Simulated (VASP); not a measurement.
**Li₃Ge (space group Fm-3m): computed properties**

Calculation: PBEsol GGA, VASP's PBE PAW potentials (set 64) (plane waves; VASP).

```
Item                                                                                                       Value
----------------------------------  ----------------------------------------------------------------------------
space group                                                                                          Fm-3m (225)
cell                                a = 6.1564 Å, b = 6.1564 Å, c = 6.1564 Å, α = 90.00°, β = 90.00°, γ = 90.00°
volume per atom                                                                                    14.58 Å³/atom
band gap (over mesh and band path)                                      none (metal, semimetal or under 0.01 eV)
density                                                                                               2.66 g/cm³
```

```cif
data_Ge4Li12
_chemical_formula_sum 'Li12 Ge4'
_space_group_name_H-M_alt 'Fm-3m'
_space_group_IT_number 225
_space_group_name_Hall '-F 4 2 3'
_cell_length_a 6.15640
_cell_length_b 6.15640
_cell_length_c 6.15640
_cell_angle_alpha 90.000
_cell_angle_beta 90.000
_cell_angle_gamma 90.000
loop_
_atom_site_label
_atom_site_type_symbol
_atom_site_symmetry_multiplicity
_atom_site_Wyckoff_symbol
_atom_site_fract_x
_atom_site_fract_y
_atom_site_fract_z
_atom_site_occupancy
Li1 Li 8 c 0.25000 0.25000 0.25000 1
Li2 Li 4 b 0.50000 0.50000 0.50000 1
Ge1 Ge 4 a 0.00000 0.00000 0.00000 1
```
(The calculation used a cell of 4 atoms; values per cell refer to that cell.)

The structure comes from a computed database's Li3Ge entry (Fm-3m); how it stands against other phases isn't given here. It was relaxed first. Symmetry was kept, so distortions that lower it aren't found. The electron count is odd and the run is not spin-polarised, which forces a metal.
